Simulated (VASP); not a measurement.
Level of theory: PBEsol GGA, VASP's PBE PAW potentials (set 64) (plane waves; VASP).

VASP input:

**KPOINTS**
```
Automatic mesh
0
Gamma
13 13 8
0 0 0
```

**POSCAR**
```
Y
3.6009050
  0.4999999608  -0.8660254095   0.0000000000
  0.4999999608   0.8660254095   0.0000000000
  0.0000000000   0.0000000000   1.5396658110
Y
2
Cartesian
  0.4999999608   0.2886757138   0.3849164528
  0.4999999608  -0.2886757138   1.1547493583
```

### INCAR
```
ALGO = Normal
EDIFF = 1E-7
ENCUT = 400
GGA = PS
ISIF = 2
ISMEAR = -5
LASPH = .TRUE.
LCHARG = .TRUE.
LMAXMIX = 4
LORBIT = 11
LREAL = .FALSE.
LWAVE = .FALSE.
NEDOS = 601
NELM = 100
PREC = Accurate
SYSTEM = Y
```

POTCAR, in this order: Y_sv (PBE.64 set). Program: vasp_std.

The run wrote:

**OSZICAR**
```
       N       E                     dE             d eps       ncg     rms          rms(c)
DAV:   1     0.759271377829E+02    0.75927E+02   -0.10310E+04  3166   0.116E+03
DAV:   2    -0.720485400825E+01   -0.83132E+02   -0.82324E+02  3985   0.255E+02
DAV:   3    -0.139330900387E+02   -0.67282E+01   -0.66991E+01  5828   0.441E+01
DAV:   4    -0.140665792472E+02   -0.13349E+00   -0.13350E+00  3520   0.702E+00
DAV:   5    -0.140706515606E+02   -0.40723E-02   -0.40732E-02  4537   0.898E-01    0.344E+01
DAV:   6    -0.137113803154E+02    0.35927E+00   -0.45657E-01  3150   0.485E+00    0.213E+01
DAV:   7    -0.136517866636E+02    0.59594E-01   -0.89676E-01  4170   0.617E+00    0.183E+00
DAV:   8    -0.136390739741E+02    0.12713E-01   -0.16662E-01  3794   0.273E+00    0.836E-01
DAV:   9    -0.136385736347E+02    0.50034E-03   -0.49475E-03  4185   0.502E-01    0.346E-01
DAV:  10    -0.136386281794E+02   -0.54545E-04   -0.13541E-03  3434   0.373E-01    0.185E-01
DAV:  11    -0.136386092801E+02    0.18899E-04   -0.83024E-05  4582   0.864E-02    0.414E-02
DAV:  12    -0.136386076894E+02    0.15907E-05   -0.15621E-05  3671   0.381E-02    0.272E-02
DAV:  13    -0.136386092424E+02   -0.15530E-05   -0.55169E-06  3311   0.252E-02    0.103E-03
DAV:  14    -0.136386091801E+02    0.62324E-07   -0.25975E-07  3743   0.307E-03
   1 F= -.13638609E+02 E0= -.13638609E+02  d E =0.000000E+00
```

**OUTCAR**
```
------------------------ aborting loop because EDIFF is reached ----------------------------------------
  FORCE on cell =-STRESS in cart. coord.  units (eV):
  Direction    XX          YY          ZZ          XY          YZ          ZX
  --------------------------------------------------------------------------------------
  Total        0.0068642      0.0068642      0.1585358      0.0000000      0.0000000      0.0000000
  in kB        0.1766478      0.1766478      4.0798668      0.0000000      0.0000000      0.0000000
  external PRESSURE =       1.4777208 kB  Pullay stress =       0.0000000 kB
  volume of cell :       62.26
      direct lattice vectors                 reciprocal lattice vectors
     1.800452359 -3.118475227  0.000000000     0.277707987 -0.160334767  0.000000000
     1.800452359  3.118475227  0.000000000     0.277707987  0.160334767  0.000000000
     0.000000000  0.000000000  5.544190317     0.000000000  0.000000000  0.180368989
 POSITION                                       TOTAL-FORCE (eV/Angst)
 -----------------------------------------------------------------------------------
      1.80045      1.03949      1.38605         0.000000     -0.000000      0.000000
      1.80045     -1.03949      4.15814         0.000000      0.000000      0.000000
 -----------------------------------------------------------------------------------
    total drift:                               -0.000063      0.000511     -0.000010
  FREE ENERGIE OF THE ION-ELECTRON SYSTEM (eV)
  ---------------------------------------------------
  free  energy   TOTEN  =       -13.6386091801 eV

  energy  without entropy=      -13.6386091801  energy(sigma->0) =      -13.63860918

 total charge

# of ion       s       p       d       f       tot
--------------------------------------------------
    1        2.291   6.235   0.968   0.008   9.502
    2        2.291   6.235   0.968   0.008   9.502
--------------------------------------------------
tot          4.583  12.470   1.936   0.015  19.004
```
(Selected blocks of OUTCAR.)

### OUTCAR
```
 val. band max:        3.1323283989   @ k =   0.2308   0.0000   0.1250

 cond. band min:       3.1412597687   @ k =   0.1538   0.0769   0.2500


 Fermi energy:         3.1411436758

 k-point     1 :       0.0000    0.0000    0.0000
  band No.  band energies     occupation
      1     -39.3272      2.00000
      2     -39.2270      2.00000
      3     -19.7087      2.00000
      4     -19.1368      2.00000
      5     -19.1368      2.00000
      6     -19.0197      2.00000
      7     -19.0197      2.00000
      8     -18.9633      2.00000
      9      -1.6381      2.00000
     10       1.2135      2.00000
     11       4.3497      0.00000
     12       4.8951      0.00000
     13       4.8951      0.00000
     14       5.3884      0.00000
     15       5.5814      0.00000

 k-point     2 :       0.0769    0.0000    0.0000
  band No.  band energies     occupation
      1     -39.3236      2.00000
      2     -39.2259      2.00000
      3     -19.6960      2.00000
      4     -19.1612      2.00000
      5     -19.1455      2.00000
      6     -19.0457      2.00000
      7     -19.0224      2.00000
      8     -18.9699      2.00000
      9      -1.5056      2.00000
     10       1.3354      2.00000
     11       4.1858      0.00000
     12       4.5727      0.00000
     13       5.0182      0.00000
     14       5.4348      0.00000
     15       5.6297      0.00000

 k-point     3 :       0.1538   -0.0000    0.0000
  band No.  band energies     occupation
      1     -39.3133      2.00000
      2     -39.2232      2.00000
      3     -19.6592      2.00000
      4     -19.2292      2.00000
      5     -19.1689      2.00000
      6     -19.1162      2.00000
      7     -19.0307      2.00000
      8     -18.9894      2.00000
      9      -1.1242      2.00000
     10       1.6650      2.00000
     11       3.7711     -0.00040
     12       4.0420      0.00000
     13       5.1017      0.00000
     14       5.3821      0.00000
     15       5.4580      0.00000
...
```

For a metal the tetrahedron method with Blöchl corrections gives inexact stress and forces.

The compound is Y in the hcp structure. It was relaxed first, which changed the volume by -6 %.
